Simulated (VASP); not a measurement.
All values below come from PBE GGA, VASP's PBE PAW potentials (set 64) (plane waves; VASP).

Input for VASP

File POSCAR:
```
CoSi2
1
   -0.0000000000     2.6786970421     2.6786970421
    2.6786970421     0.0000000000     2.6786970421
    2.6786970421     2.6786970421    -0.0000000000
Co Si
1 2
Direct
  0.0000000000   0.0000000000   0.0000000000
  0.2500000000   0.2500000000   0.2500000000
  0.7500000000   0.7500000000   0.7500000000
```

INCAR:
```
SYSTEM=CoSi2
PREC=Accurate; ENCUT=400; LREAL=.FALSE.
LASPH=.TRUE.; ICHARG=11
EDIFF=1E-7; NELM=100; ALGO=Normal
LMAXMIX=4
ISMEAR=0; SIGMA=0.05
GGA=PE
LWAVE=.FALSE.; LCHARG=.FALSE.; LORBIT=11
```

KPOINTS:
```
k-points along high-symmetry lines
15
Line-mode
Reciprocal
  0.000000   0.000000   0.000000 ! GAMMA
  0.500000   0.000000   0.500000 ! X

  0.500000   0.000000   0.500000 ! X
  0.625000   0.250000   0.625000 ! U

  0.375000   0.375000   0.750000 ! K
  0.000000   0.000000   0.000000 ! GAMMA

  0.000000   0.000000   0.000000 ! GAMMA
  0.500000   0.500000   0.500000 ! L

  0.500000   0.500000   0.500000 ! L
  0.500000   0.250000   0.750000 ! W

  0.500000   0.250000   0.750000 ! W
  0.500000   0.000000   0.500000 ! X
```

POTCAR, in this order: Co Si (PBE.64 set). Program: vasp_std. Read from the step before: CHGCAR.

Output

### OSZICAR
```
       N       E                     dE             d eps       ncg     rms          rms(c)
DAV:   1     0.599409550485E+02    0.59941E+02   -0.60359E+03  2176   0.110E+03
DAV:   2    -0.157675668670E+02   -0.75709E+02   -0.70936E+02  2260   0.233E+02
DAV:   3    -0.188377877657E+02   -0.30702E+01   -0.30112E+01  2780   0.538E+01
DAV:   4    -0.189047447598E+02   -0.66957E-01   -0.66162E-01  2696   0.737E+00
DAV:   5    -0.189067223954E+02   -0.19776E-02   -0.19765E-02  2832   0.127E+00
DAV:   6    -0.189068125094E+02   -0.90114E-04   -0.90112E-04  3232   0.231E-01
DAV:   7    -0.189068134058E+02   -0.89642E-06   -0.89552E-06  2828   0.213E-02
DAV:   8    -0.189068134327E+02   -0.26946E-07   -0.26557E-07  2232   0.308E-03
   1 F= -.18906813E+02 E0= -.18905848E+02  d E =-.193013E-02
```

**OUTCAR**
```
 val. band max:       10.9068833482   @ k =   0.0714   0.0714   0.0714

 cond. band min:      10.9354622054   @ k =   0.0536   0.0536   0.1071



 k-point     1 :       0.0000    0.0000    0.0000
  band No.  band energies     occupation
      1      -3.0364      2.00000
      2       6.0074      2.00000
      3       6.0074      2.00000
      4       6.0074      2.00000
      5       8.1764      2.00000
      6       8.1764      2.00000
      7      10.8312      1.99127
      8      13.4865      0.00000
      9      13.4865      0.00000
     10      13.4991      0.00000
     11      13.5314      0.00000
     12      13.5314      0.00000

 k-point     2 :       0.0357    0.0000    0.0357
  band No.  band energies     occupation
      1      -3.0106      2.00000
      2       5.9582      2.00000
      3       6.0084      2.00000
      4       6.0084      2.00000
      5       8.1529      2.00000
      6       8.1831      2.00000
      7      10.8664      1.89614
      8      12.8632      0.00000
      9      12.8632      0.00000
     10      13.4386      0.00000
     11      13.5418      0.00000
     12      14.1923      0.00000

 k-point     3 :       0.0714    0.0000    0.0714
  band No.  band energies     occupation
      1      -2.9331      2.00000
      2       5.8196      2.00000
      3       6.0117      2.00000
      4       6.0117      2.00000
      5       8.0814      2.00000
      6       8.2031      2.00000
      7      10.9598      0.30974
      8      12.2558      0.00000
      9      12.2558      0.00000
     10      13.1447      0.00000
     11      13.7108      0.00000
     12      14.9106      0.00000

 k-point     4 :       0.1071    0.0000    0.1071
  band No.  band energies     occupation
      1      -2.8043      2.00000
      2       5.6139      2.00000
      3       6.0180      2.00000
      4       6.0180      2.00000
      5       7.9579      2.00000
      6       8.2355      2.00000
      7      11.0830      0.00001
...
```

The density is held fixed in this step, so its total energy and stress have no physical meaning.

The compound is CoSi2 in the fluorite structure. It was relaxed first. The run is not spin-polarised, so no magnetic state was tried. The electron count is odd and the run is not spin-polarised, which forces a metal.
